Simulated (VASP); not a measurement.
# AlFeO5 (P1) in VASP: single point with r2SCAN

Aim: the single point of AlFeO5 with r2SCAN.

Everything below comes from runs of VASP 6.6.1. Logs are shortened: lines on timing, memory, paths and dates and some standing lists are left out, and cuts for length are marked.

## (1) Starting point

The typed cell holds 7 atoms: a = 3.271 Å, b = 4.752 Å, c = 4.775 Å, α = 84.43°, β = 107.60°, γ = 69.81°.

The cell was built by a generator and needn't be a form met in nature.

## (2) Single point, r2SCAN

File POSCAR:

```
AlFeO5
1.0
    0.0458320000      0.0538710000      3.2700710000
    3.5195070000     -2.7415880000      1.6359240000
    3.5357840000      2.8159720000     -1.5402140000
Fe Al O
1 1 5
Direct
    0.9373790000      0.9704710000      0.9542720000
    0.9513650000      0.5169450000      0.4925470000
    0.0001010000      0.7401910000      0.7448650000
    0.0556370000      0.2504480000      0.2883260000
    0.4849430000      0.5002930000      0.5116080000
    0.6780570000      0.7965620000      0.1946830000
    0.3493750000      0.2050700000      0.8236700000
```

File INCAR.step1:

```
PREC = Accurate
ENCUT = 520
ISMEAR = -5
SIGMA = 0.1
LREAL = F
LASPH = T
NELM = 100
LMAXMIX = 4
GGA = PE
ALGO = Normal
EDIFF = 1E-4
LWAVE = T
LCHARG = F
```

File INCAR.step2:

```
PREC = Accurate
ENCUT = 520
EDIFF = 1E-6
ISMEAR = -1
SIGMA = 0.1
LREAL = F
LASPH = T
NELM = 100
ALGO = Normal
ISIF = 2
LWAVE = F
LCHARG = F
LMAXMIX = 4
METAGGA = R2SCAN
LMIXTAU = T
LORBIT = 11
ISTART = 1
```

File KPOINTS:

```
Automatic mesh
0
Gamma
  6 4 4
  0 0 0.5
```

Potentials or basis: VASP PAW PBE potentials, release 64 (Fe, Al, O).

Started as:

```console
> cat potpaw_PBE.64/Fe/POTCAR potpaw_PBE.64/Al/POTCAR potpaw_PBE.64/O/POTCAR > POTCAR
> cp INCAR.step1 INCAR
> mpirun -np 1 vasp_std > vasp.out
> cp INCAR.step2 INCAR
> mpirun -np 1 vasp_std > vasp.out
```

OUTCAR:

```text
PREC = Accurate
   ENCUT = 520
   EDIFF = 1E-6
   ISMEAR = -1
   LREAL = F
   LASPH = T
   NELM = 100
   ISIF = 2
   METAGGA = R2SCAN
   LORBIT = 11
   ISTART = 1

 ion  position               nearest neighbor table
   1  0.937  0.970  0.954-   3 1.56   7 1.73   6 1.90   6 2.15   7 2.20   4 2.20   2 3.17   2 3.23

   2  0.951  0.517  0.493-   5 1.58   6 1.62   4 1.68   3 1.69   5 1.69   7 1.83   1 3.17   1 3.23

   3  0.000  0.740  0.745-   1 1.56   2 1.69
   4  0.056  0.250  0.288-   2 1.68   1 2.20
   5  0.485  0.500  0.512-   2 1.58   2 1.69
   6  0.678  0.797  0.195-   2 1.62   1 1.90   1 2.15
   7  0.349  0.205  0.824-   1 1.73   2 1.83   1 2.20

  LATTYP: Found a triclinic cell.
 ALAT       =     5.6125608063
 B/A-ratio  =     1.1405025294
 C/A-ratio  =     1.1807849658
 COS(alpha) =     0.0047865541
 COS(beta)  =     0.4365176441
 COS(gamma) =     0.8597632685

  Lattice vectors:

 A1 = (   0.0621090000,   5.6114310000,   0.0939330000)
 A2 = (   0.0162770000,   5.5575600000,  -3.1761380000)
 A3 = (  -3.4278430000,   2.8493300000,   4.9042180000)

Analysis of symmetry for initial positions (statically):
=====================================================================
 Subroutine PRICEL returns:
 Original cell was already a primitive cell.

 Routine SETGRP: Setting up the symmetry group for a
 triclinic supercell.

 Subroutine GETGRP returns: Found  1 space group operations
 (whereof  1 operations were pure point group operations)
 out of a pool of  2 trial point group operations.

The static configuration has the point symmetry C_1 .

Analysis of symmetry for dynamics (positions and initial velocities):
=====================================================================
 Subroutine PRICEL returns:
 Original cell was already a primitive cell.

 Routine SETGRP: Setting up the symmetry group for a
 triclinic supercell.

 Subroutine GETGRP returns: Found  1 space group operations
 (whereof  1 operations were pure point group operations)
 out of a pool of  2 trial point group operations.

The dynamic configuration has the point symmetry C_1 .

 Subroutine INISYM returns: Found  1 space group operations
 (whereof  1 operations are pure point group operations),
 and found     1 'primitive' translations

----------------------------------------------------------------------------------------

                                     Primitive cell

  volume of cell :      64.6941

  direct lattice vectors                    reciprocal lattice vectors
     0.045832000  0.053871000  3.270071000    -0.005936922  0.173200717  0.303033667
     3.519507000 -2.741588000  1.635924000     0.143620492 -0.179813188  0.000949307
     3.535784000  2.815972000 -1.540214000     0.139940328  0.176740332 -0.004872960

  length of vectors
     3.270835826  4.751787203  4.775324697     0.349089013  0.230131548  0.225486554

  position of ions in fractional coordinates (direct lattice)
     0.937379000  0.970471000  0.954272000
     0.951365000  0.516945000  0.492547000
     0.000101000  0.740191000  0.744865000
     0.055637000  0.250448000  0.288326000
     0.484943000  0.500293000  0.511608000
     0.678057000  0.796562000  0.194683000
     0.349375000  0.205070000  0.823670000

  ion indices of the primitive-cell ions
   primitive index   ion index
                 1           1
                 2           2
                 3           3
                 4           4
                 5           5
                 6           6
                 7           7

----------------------------------------------------------------------------------------

 KPOINTS: Automatic mesh

Automatic generation of k-mesh.
 Grid dimensions read from file:
 generate k-points for:    6    4    4

 Generating k-lattice:

  Cartesian coordinates                     Fractional coordinates (reciprocal lattice)
    -0.000989487  0.028866786  0.050505611     0.166666667  0.000000000 -0.000000000
     0.035905123 -0.044953297  0.000237327     0.000000000  0.250000000  0.000000000
     0.034985082  0.044185083 -0.001218240     0.000000000  0.000000000  0.250000000

  Length of vectors
     0.058181502  0.057532887  0.056371639

  Shift w.r.t. Gamma in fractional coordinates (k-lattice)
     0.000000000  0.000000000  0.500000000

 Subroutine IBZKPT returns following result:
 ===========================================

 Found     48 irreducible k-points:

 Following reciprocal coordinates:
            Coordinates               Weight
 -0.000000  0.000000  0.125000      2.000000
  0.166667  0.000000  0.125000      2.000000
  0.333333 -0.000000  0.125000      2.000000
  0.500000  0.000000  0.125000      2.000000
 -0.333333  0.000000  0.125000      2.000000
 -0.166667  0.000000  0.125000      2.000000
[... 16 lines left out ...]
 -0.333333 -0.250000  0.125000      2.000000
 -0.166667 -0.250000  0.125000      2.000000
 [... further k-points ...]
   k-points           NKPTS =     48   k-points in BZ     NKDIM =     48   number of bands    NBANDS=     24
   number of dos      NEDOS =    301   number of ions     NIONS =      7
   total plane-waves  NPLWV =  31104
   dimension x,y,z NGX =    24 NGY =   36 NGZ =   36
   dimension x,y,z NGXF=    48 NGYF=   72 NGZF=   72
   ions per type =               1   1   5
   NGX,Y,Z   is equivalent  to a cutoff of  12.20, 12.59, 12.53 a.u.
   NGXF,Y,Z  is equivalent  to a cutoff of  24.40, 25.19, 25.07 a.u.
 SYSTEM =  unknown system
   PREC   = accura    normal or accurate (medium, high low for compatibility)
   ISTART =      1    job   : 0-new  1-cont  2-samecut
   ICHARG =      0    charge: 1-file 2-atom 10-const
   ISPIN  =      1    spin polarized calculation?
   LNONCOLLINEAR =      F non collinear calculations
   LSORBIT =      F    spin-orbit coupling
   LASPH  =      T    aspherical Exc in radial PAW
   ENCUT  =  520.0 eV  38.22 Ry    6.18 a.u.   6.08  8.84  8.88*2*pi/ulx,y,z
   NELM   =    100;   NELMIN=  2; NELMDL=  0     # of ELM steps
   EDIFF  = 0.1E-05   stopping-criterion for ELM
   LREAL  =      F    real-space projection
   EDIFFG = 0.1E-04   stopping-criterion for IOM
   NSW    =      0    number of steps for IOM
   IBRION =     -1    ionic relax: 0-MD 1-quasi-New 2-CG
   NFREE  =      0    steps in history (QN), initial steepest desc. (CG)
   ISIF   =      2    stress and relaxation
   ISYM   =      2    0-nonsym 1-usesym 2-fastsym
   POTIM  = 0.5000    time-step for ionic-motion
   TEBEG  =    0.0;   TEEND  =   0.0 temperature during run
   PSTRESS=    0.0 pullay stress
   NELECT =      41.0000    total number of electrons
   NUPDOWN=      -1.0000    fix difference up-down
   EMIN   =  10.00;   EMAX   =-10.00  energy-range for DOS
   EFERMI =   0.00;   METHOD = LEGACY
   ISMEAR =    -1;   SIGMA  =   0.10  broadening in eV -4-tet -1-fermi 0-gaus
   EFERMI_NEDOS =   21; number of points for ismear=-14 and -15
   IALGO  =     38    algorithm
   IMIX   =      4    mixing-type and parameters
     AMIX     =   0.40;   BMIX     =  1.00
     AMIX_MAG =   1.60;   BMIX_MAG =  1.00
  volume/ion in A,a.u.               =       9.24        62.37
  Fermi-wavevector in a.u.,A,eV,Ry     =   1.406202  2.657337 26.904233  1.977405
  Thomas-Fermi vector in A             =   2.528587
   LORBIT       =     11    0 simple, 1 ext, 2 COOP (PROOUT), +10 PAW based schemes
   METAGGA = R2SCAN    functional components
   LHFCALC =     F    Hartree Fock is set to
   AEXX    =    0.0000 exact exchange contribution
   IVDW    =     0    specifies the selected vdW correction
   LEPSILON=     F    determine dielectric tensor
   LRPA    =     F    only Hartree local field effects (RPA)
 non-spin polarized calculation
  energy-cutoff  :      520.00
  volume of cell :       64.69
 maximum number of plane-waves:      1761
   NGX = 13   NGY = 17   NGZ = 17

 number of electron      40.9999992 magnetization

 Free energy of the ion-electron system (eV)
  ---------------------------------------------------
  ext. energy  EPLUGINS =         0.00000000
  ---------------------------------------------------
  free energy    TOTEN  =       -55.07518513 eV

  energy without entropy =      -54.87885644  energy(sigma->0) =      -54.97702078

 E-fermi :   2.8058     XC(G=0): -11.8967

 val. band max:        2.7955086691   @ k =   0.3333  -0.2500   0.1250
 cond. band min:       2.8084587358   @ k =   0.3333   0.5000   0.3750
 fundamental gap:      0.0129500667
 Fermi energy:         2.8057624260

 k-point     1 :      -0.0000    0.0000    0.1250
  band No.  band energies     occupation
      1     -18.6044      2.00000
      2     -16.7975      2.00000
      3     -16.0449      2.00000
      4     -15.2694      2.00000
      5     -14.4757      2.00000
      6      -4.6421      2.00000
[... 16 lines left out ...]
     23       3.3483      0.00876
     24       4.9255      0.00000

 k-point     2 :       0.1667    0.0000    0.1250
  band No.  band energies     occupation
      1     -18.3391      2.00000
      2     -16.7765      2.00000
      3     -16.3171      2.00000
      4     -15.1174      2.00000
      5     -14.5436      2.00000
      6      -4.7238      2.00000
[... 16 lines left out ...]
     23       3.3764      0.00663
     24       4.8468      0.00000
[... 565 lines left out ...]
     23       3.5601      0.00106
     24       4.7629      0.00000

 k-point    24 :      -0.1667   -0.2500    0.1250
  band No.  band energies     occupation
      1     -18.3841      2.00000
      2     -16.7730      2.00000
      3     -16.2423      2.00000
      4     -15.1379      2.00000
      5     -14.5206      2.00000
      6      -4.9280      2.00000
[... 16 lines left out ...]
     23       3.4194      0.00432
     24       4.9624      0.00000

 [... further k-points ...]
[... 5 lines left out ...]
  --------------------------------------------------------------------------------------
  -------------------------------------------------------------------------------------
  Total       14.6730305     17.6314574      9.7278349     -0.4046833     -0.8119016     -1.7256350
  in kB      363.3838299    436.6505288    240.9139615    -10.0221548    -20.1070881    -42.7360839
  external PRESSURE =     346.9827734 kB  Pullay stress =       0.0000000 kB

 VOLUME and BASIS-vectors are now :
 -----------------------------------------------------------------------------
  energy-cutoff  :      520.00
  volume of cell :       64.69
      direct lattice vectors                 reciprocal lattice vectors
     0.045832000  0.053871000  3.270071000    -0.005936922  0.173200717  0.303033667
     3.519507000 -2.741588000  1.635924000     0.143620492 -0.179813188  0.000949307
     3.535784000  2.815972000 -1.540214000     0.139940328  0.176740332 -0.004872960

 POSITION                                       TOTAL-FORCE (eV/Angst)
 -----------------------------------------------------------------------------------
      6.83264      0.07707      3.18313         5.891596      1.644614     -0.290500
      3.60453      0.02100      3.19809        -0.846335      3.084155      3.209765
      5.23879      0.06823      0.06397         1.584501     -0.258644      0.174479
      1.90346      0.12829      0.14757        -5.302052      0.116551     -0.258599
      3.59195      0.09520      1.61625         0.211541      0.172756     -2.382610
      3.52294     -1.59910      3.22056        -0.867741     -6.251856      0.413984
      3.65008      1.77604      0.20933        -0.671509      1.492425     -0.866520
 -----------------------------------------------------------------------------------
    total drift:                               -0.000200      0.000516     -0.000452

  FREE ENERGIE OF THE ION-ELECTRON SYSTEM (eV)
  ---------------------------------------------------
  free  energy   TOTEN  =       -55.0751851310 eV

  energy  without entropy=      -54.8788564373  energy(sigma->0) =      -54.97702078

 total charge

# of ion       s       p       d       tot
------------------------------------------
    1        0.507   0.790   6.286   7.583
    2        0.408   0.675   0.000   1.083
    3        1.619   3.457   0.000   5.076
    4        1.607   3.308   0.000   4.915
    5        1.614   3.557   0.000   5.171
    6        1.603   3.447   0.000   5.050
    7        1.609   3.373   0.000   4.982
--------------------------------------------------
tot          8.966  18.607   6.286  33.859
```

Run time: 2.2 min. Hardware: 1 thread of Intel Xeon 6975P-C (Granite Rapids), shared host; peak memory 0.22 GiB.

Results:

```
Free energy                                           : -55.0752 eV
Pressure                                              : 34.7 GPa
Largest force                                         : 6.325 eV/Å
Band gap on the k mesh                                : none (metal or under the smearing width)
Valence electrons inside the program's atomic spheres : Fe 7.58; Al 1.08; O 5.08, 4.92, 5.17, 5.05, 4.98
```

Forces in eV/Å, atoms in the order of the input:
```
Fe   5.892  1.645 -0.290
Al  -0.846  3.084  3.210
O    1.585 -0.259  0.174
O   -5.302  0.117 -0.259
O    0.212  0.173 -2.383
O   -0.868 -6.252  0.414
O   -0.672  1.492 -0.867
```

Levels at points of the mesh, in eV from the Fermi level:
```tsv
k point	band 18	band 19	band 20	band 21	band 22	band 23	band 24
(0.00, 0.00, 0.12)	-0.77	-0.40	-0.26	0.16	0.50	0.54	2.12
```

Caveat: the k mesh is coarse (spacing up to 0.37 Å⁻¹), so the values aren't converged; a pressure of tens of GPa on the cell as given is suspect, and the run, the potentials or the cell itself is likely at fault; the PAW data sets were made with another functional, which shifts forces and pressure a little; an odd number of electrons without spin polarisation forces a metal; a magnetic or distorted state may lie lower; the run has no spin polarisation, though such a crystal can be magnetic; semilocal functionals often make such compounds metallic where correlation or magnetic order opens a gap, which also shifts bond lengths. With open d or f shells a metallic result of r2SCAN can be an artefact of self-interaction; +U or a hybrid may open a gap.
